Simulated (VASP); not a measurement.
The system is Ni.

```
Ni
1.0
     0.00000    1.73500    1.73500
     1.73500    0.00000    1.73500
     1.73500    1.73500    0.00000
Ni
1
Direct
  0.00000 0.00000 0.00000
```

The cell was built by a generator and needn't be a form met in nature.

| Item | Value |
| --- | --- |
| Program | VASP 6.6.1 |
| Task | relaxation of cell and atoms |
| Functional | PBE |
| Potentials or basis | VASP PAW PBE potentials, release 64 (Ni) |
| Cutoff | 700 eV |
| k mesh | 20 × 20 × 20 |
| Occupations | methfessel-paxton, width 0.1 eV |
| Spin | collinear spin, ferromagnetic start |
| Starting moments | [0.7] μB |

At the start: pressure 8.9 GPa; volume 10.45 Å³/atom.

Problem. How do energy, volume and symmetry change on relaxing?

Solution. Over 3 steps the energy falls by 11.6 meV/atom and the volume is 10.88 Å³/atom (+4.2 %); space group Fm-3m (No. 225, to 0.05 Å); moment 0.63 μB per cell.

Step by step:
```tsv
step	energy change (eV)	largest force (eV/Å)	pressure (GPa)	volume (Å³)
1	0.0000	0.0000	8.89	10.45
2	-0.0003	0.0000	-7.47	11.35
3	-0.0116	0.0000	-0.03	10.88
```

Final structure:
```yaml
crystal:
  lattice:
    - [0.00000, 1.75890, 1.75890]
    - [1.75890, 0.00000, 1.75890]
    - [1.75890, 1.75890, 0.00000]
  atoms:
    - { symbol: Ni, position: [0.00000, 0.00000, 0.00000] }
```
